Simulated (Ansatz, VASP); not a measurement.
# InAs in two plane-wave programs

Wanted: the spread between two codes on one cell, functional and k mesh. The cell is taken from a series of runs on this material, whose earlier steps may have relaxed, scaled, displaced or heated it; both programs get it as it stands.

Program: Ansatz 0.2.0. Level of theory: plane waves, with VASP 6.6.1 beside it; zone-centre phonons at PBEsol. Results are calculated unless marked as measured.

## Step 1: Set-up

The structure is cubic, space group F-43m (No. 216). Conventional cell: a = 6.067 Å, b = 6.067 Å, c = 6.067 Å, α = 90.00°, β = 90.00°, γ = 90.00°. As has 4 In at 2.63 Å nearest. Nearest to In lie 4 As at 2.63 Å. Farther neighbours are not listed.

## Step 2: Ansatz: zone-centre phonons, PBEsol

Ansatz runs on its PAW soft_1 files.

Second derivatives magnify differences that forces hide, and they need a tight electronic threshold.

input.yaml reads:

```yaml
crystal:
  lattice:
    - [-0.0005599972, 3.0332062224, 3.0332062224]
    - [3.0332062224, -0.0005599972, 3.0332062224]
    - [3.0332062224, 3.0332062224, -0.0005599972]
  atoms:
    - { symbol: As, position: [0.749974652, 0.749974652, 0.749974652] }
    - { symbol: In, position: [2.5348e-05, 2.5348e-05, 2.5348e-05] }
kpoints:
  mp_grid: { grid: [12, 12, 12], shift: [0.5, 0.5, 0.5] }
hamiltonian:
  xc: pbesol
  pseudopotentials: { kind: paw, azcp: { folder: soft_1 }, xc_functional: pbe }
scf:
  occupations: { method: gaussian, width: 0.015 }
output:
  eigenvalues: true
phonons:
  method: dfpt
```

Run with:

```bash
> ansatz run input.yaml --threads 4 --pin off --max-ram 10240MiB --backend cpu --events-out ev --progress --plain --runs-dir out
```

Numbers of over 12 decimals in the logs are rounded to 6 here.

The program printed:

```text
Engine: ansatz 0.2.0, x86_64-unknown-linux-gnu
Pseudopotentials: kind: paw
Pseudopotential: As, paw, valence charge 15, recommended cutoff 420 eV (normal), soft_1/As.paw.azcp
Pseudopotential: In, paw, valence charge 13, recommended cutoff 420 eV (normal), soft_1/In.paw.azcp
Functional definition: PBEsol
  exchange = pbesol_x
  correlation = pbesol_c
Crystal: 2 atoms, lattice volume = 55.829 Å³
Basis set: ecut = 420 eV, 1067 PW (Γ), exchange–correlation on 60×60×60 points (8 copies of the dense FFT grid, shifted against one another)
Bands: 18, of which v1, the nominal top of the filled ones, is band 14 counted from 1 (13 counted from 0)
Symmetry: 6 space group operations
k-points: 468 of 1728 (irreducible under 2 space group operations, time reversal used)
Non-local potential: As, projectors of the file, l = 0: 2, l = 1: 2, l = 2: 3, l = 3: 1
Non-local potential: In, projectors of the file, l = 0: 2, l = 1: 2, l = 2: 2, l = 3: 1
PAW form: soft (Blöchl's): semilocal exchange-correlation on the pseudo side does not see the compensation charge
PAW frozen core: As, regenerated for the run's functional, and the local potential with it (the file was generated under x = pbe(κ = 0.804, μ = 0.219515), c = pbe(β = 0.066725))
PAW frozen core: In, regenerated for the run's functional, and the local potential with it (the file was generated under x = pbe(κ = 0.804, μ = 0.219515), c = pbe(β = 0.066725))
PAW one-centre angular grid: As, 590 points (default); XC on 64 Gauss nodes
PAW one-centre angular grid: In, 590 points (default); XC on 64 Gauss nodes
Initial density: superposition of atomic densities (chi_scale 0.1, normalization cell, long waves kept (reshape's long-wave potential 0.00 eV rms))
Initial wavefunctions: pseudopotential atomic-orbital guess
Functional: x = pbesol(κ = 0.804, μ = 0.123457), c = pbesol(β = 0.046)
SCF iter   1: F=—  HF=-10338.985725 eV  |F-HF|=—  |Δ(HF+E_count)|=         —  Δρ=2.84e-2  dr2=3.60e-1  ethr=3.10e-3  ⟨swp⟩=6.0  Hψ=42296  notcnv=0
preconditioner: auto → none  [insulator: Δε(μ)=0.421 eV  Ē_g=14.638 eV  σ=0.015 eV  W_gap=1.00  n_scr=14 (ndim 8)  ℏωp=21.1 eV  f_vac=0.010  D(μ)=0.00/eV (n_scr^D=0)  ε∞_Penn≈3.1]
SCF iter   2: F=—  HF=-10338.909120 eV  |F-HF|=—  |Δ(HF+E_count)|=   7.66e-2  Δρ=1.30e-2  dr2=6.69e-2  ethr=1.29e-3  ⟨swp⟩=2.0  Hψ=14040  notcnv=0
SCF iter   3: F=—  HF=-10338.897711 eV  |F-HF|=—  |Δ(HF+E_count)|=   1.14e-2  Δρ=1.97e-3  dr2=5.02e-3  ethr=2.39e-4  ⟨swp⟩=3.0  Hψ=14525  notcnv=0
SCF iter   4: F=—  HF=-10338.895921 eV  |F-HF|=—  |Δ(HF+E_count)|=   1.79e-3  Δρ=6.15e-4  dr2=1.03e-4  ethr=1.79e-5  ⟨swp⟩=3.0  Hψ=19980  notcnv=0
SCF iter   5: F=—  HF=-10338.895945 eV  |F-HF|=—  |Δ(HF+E_count)|=   2.37e-5  Δρ=1.93e-4  dr2=7.46e-6  ethr=3.69e-7  ⟨swp⟩=2.9  Hψ=16574  notcnv=0
SCF iter   6: F=—  HF=-10338.895952 eV  |F-HF|=—  |Δ(HF+E_count)|=   7.05e-6  Δρ=1.30e-5  dr2=6.07e-8  ethr=2.67e-8  ⟨swp⟩=2.0  Hψ=9971  notcnv=0
SCF iter   7: F=—  HF=-10338.895953 eV  |F-HF|=—  |Δ(HF+E_count)|=   7.54e-7  Δρ=2.98e-6  dr2=4.10e-9  ethr=2.17e-10  ⟨swp⟩=2.0  Hψ=13413  notcnv=0
SCF iter   8: F=—  HF=-10338.895953 eV  |F-HF|=—  |Δ(HF+E_count)|=  9.71e-10  Δρ=6.76e-7  dr2=2.09e-10  ethr=1.46e-11  ⟨swp⟩=2.0  Hψ=14976  notcnv=0
SCF iter   9: F=—  HF=-10338.895953 eV  |F-HF|=—  |Δ(HF+E_count)|=  1.33e-10  Δρ=1.45e-7  dr2=1.19e-11  ethr=1.00e-12  ⟨swp⟩=2.0  Hψ=14976  notcnv=0
SCF iter  10: F=-10338.895953 eV  HF=-10338.895953 eV  |F-HF|=1.82e-12  |Δ(HF+E_count)|=  2.00e-11  Δρ=1.34e-8  dr2=9.74e-14  ethr=1.00e-12  ⟨swp⟩=5.8  Hψ=34647  notcnv=0
SCF 1 converged in 10 iterations: F = -10338.895953 eV  dr2 = 9.74e-14
  greatest PAW one-centre occupation: 0.999 electrons in one spin orbital (limit 2), on the As atom at site 0 (counted from 0), in its partial waves of l = 2
DFPT response loops at Γ: preconditioner auto → none (the input reference at scf.mixing.eps_inf says where Resta's filter doesn't serve); β = 0.50; Broyden in place of MSR1
SCF converged after 10 iterations
Free energy (F): -10338.895953 eV
Harris-Foulkes:  -10338.895953 eV  (|F-HF|=1.82e-12)
Internal energy: -10338.895953 eV  (E = F + TS)
E sigma→0 (E₀):  -10338.895953 eV
Fermi energy:    7.569805 eV
--- Per-component energies (eV) ---
  E_band       = -323.719402
  E_kinetic    = 316.917288
  E_local      = -3492.401988  (includes V_loc(G=0)·N_el)
  E_nonlocal   = -63.443034
  E_hartree    = 1734.810993
  E_xc         = -211.523866
  E_vxc        = -163.200551  (∫ρ·V_xc dr)
  E_paw        = -6109.562978  (= ΣΔE_a)
  E_vpaw       = -391.213241  (= ΣTr[D̂ρ^β])
  E_aug_tail   = 0.000147  (compensation charges beyond the density's cutoff)
  E_ewald      = -2514.894848
  E_core_change = 1.202334  (= ΣΔE_core)
  E_smearing   = -0.000000  (= −TS)
  E_closure    = -0.000000  (closes the sum)
  Σ components = -10338.895953   (vs F -10338.895953, Δ=0.00e0)
--- Band table (eV; the first three rows and the last of 468) ---
  k-point 0: bands = [... 10 lower, -4.4043, 6.6575, 7.3817, 7.3817, 7.7575, 11.2678, 11.3046, 11.3046]
  k-point 1: bands = [... 10 lower, -4.3091, 5.7956, 7.1215, 7.3341, 8.3719, 11.2158, 11.3915, 11.6572]
  k-point 2: bands = [... 10 lower, -4.0816, 4.6351, 6.8251, 7.1363, 8.7120, 11.5359, 11.6680, 12.0895]
  k-point 467: bands = [... 10 lower, -2.9648, 1.6672, 6.2741, 6.3943, 8.4308, 11.9548, 12.0985, 14.1853]
--- Phonons (Γ-DFPT): 2 representative perturbations + reference, on 468 of 1728 k-points (Σ response iterations 6) ---
  k mesh reduced under 2 symmetry operations, with k and −k counted as one. Each operation leaves every solved perturbation unchanged. A smaller set is not used because it would not reduce the number of displacements times k-points to solve
  ASR residual: 5.369e-5 → 0.000e0 eV/Å²; symmetrization residual: 1.765e-5 eV/Å²
  ASR residual per site (eV/Å²): 1.04e-5 5.37e-5
  Γ frequencies (cm⁻¹): 0.00 0.00 0.00 212.26 212.26 212.39
  non-analytic LO–TO correction: not included (Born effective charges unavailable; polar crystals: no LO–TO splitting at Γ)
```

Reading the cycles: dr2 is the Hartree energy of the density residual (eV), the measure of convergence; HF is the Harris–Foulkes estimate of the energy, which meets the free energy F at convergence.

(Continued in part 2 of 3.)

[Lines on the potential files, build, host, timing and source positions are cut from VASP's logs without a mark.]

[Logs are printed without paths, hosts, clocks, repeated set-up lines and the standing remarks that a program may print on its own settings, such as how far it seeks lower states.]

[Hosts, paths, dates, database ids (printed as entryN), source tags and the programs' standing remarks are cut or masked in the printed files.]
